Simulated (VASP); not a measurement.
Runs of VASP 6.6.1 on ZrC. Symmetry: Fm-3m, No. 225, cubic system. The conventional cell has a = 4.730 Å, b = 4.730 Å, c = 4.730 Å, α = 90.00°, β = 90.00°, γ = 90.00°. Zr (site symmetry m-3m) is surrounded by 6 C at 2.36 Å. C (site symmetry m-3m) has 6 Zr at 2.36 Å as nearest neighbours. 

```tsv
task	level	cell	cutoff (eV)	gap on the mesh (eV)	pressure (GPa)	relaxed volume (Å³/atom)
relaxation of cell and atoms	PBE	relaxed	600	none	0.0	(a)
single point	revPBE+D3(BJ)	Fm-3m, 12.63 Å³/atom	520	none	0.2	-
single point	PBE	Fm-3m, 13.05 Å³/atom	520	none	0.2	-
relaxation of cell and atoms	revPBE+D3(BJ)	relaxed	600	none	-0.2	12.64
```

Alike in all rows: potentials or basis VASP PAW PBE potentials, release 64 (Zr_sv, C); no spin polarisation; k mesh 7 × 7 × 7; smearing methfessel-paxton 0.01 eV.

**Question.** Estimate the missing entries.

**Answer.** (a) 13.06.

Caveats: the PAW data sets were made with another functional, which shifts forces and pressure a little (some runs); pairwise dispersion overbinds metals, which lowers pressure and volume (some runs).

A k mesh can miss the band edges, and the runs leave out spin-orbit coupling on Zr.

A gap of «none» marks a metal or a gap under the smearing width.
